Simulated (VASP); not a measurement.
Given:

```xyz
2
Lattice="0.0000 3.0250 3.0250 3.0250 0.0000 3.0250 3.0250 3.0250 0.0000" Properties=species:S:1:pos:R:3 pbc="T T T"
Cu     0.0000     0.0000     0.0000
I      1.5125     1.5125     1.5125
```

All values below come from PBE GGA, VASP's PBE PAW potentials (set 64) (plane waves; VASP 6.6.1). Run with 300 eV cut-off, 5×5×5 Γ-centred mesh, Fermi-Dirac smearing of 0.010 eV, potentials Cu I.

Unless said otherwise, spin-orbit coupling is left out, though it shifts the bands of the heavy elements here.

**Question.** Give the energies of bands 2 to 12 at the high-symmetry points, in eV from the valence-band maximum.

**Answer.** 
| band | Γ | X | U | L | W |
|---|---|---|---|---|---|
| 2 | -3.67 | -5.61 | -5.30 | -5.62 | -5.14 |
| 3 | -3.67 | -3.77 | -4.43 | -3.64 | -4.56 |
| 4 | -3.67 | -3.77 | -3.71 | -3.64 | -3.87 |
| 5 | -1.88 | -1.90 | -2.00 | -1.85 | -1.94 |
| 6 | -1.88 | -1.82 | -1.85 | -1.85 | -1.93 |
| 7 | 0.00 | -1.79 | -1.74 | -1.80 | -1.79 |
| 8 | 0.00 | -1.52 | -1.53 | -0.72 | -1.62 |
| 9 | 0.00 | -1.52 | -1.26 | -0.72 | -1.28 |
| 10 | 1.16 | 2.70 | 3.09 | 2.16 | 4.51 |
| 11 | 4.86 | 2.90 | 4.63 | 5.40 | 4.65 |
| 12 | 4.86 | 9.24 | 7.54 | 5.40 | 6.02 |

The gap is direct, 1.16 eV, from the valence maximum at Γ to the conduction minimum at Γ.

The structure is a typed CuI crystal (F-43m). The cell was not relaxed at this level.
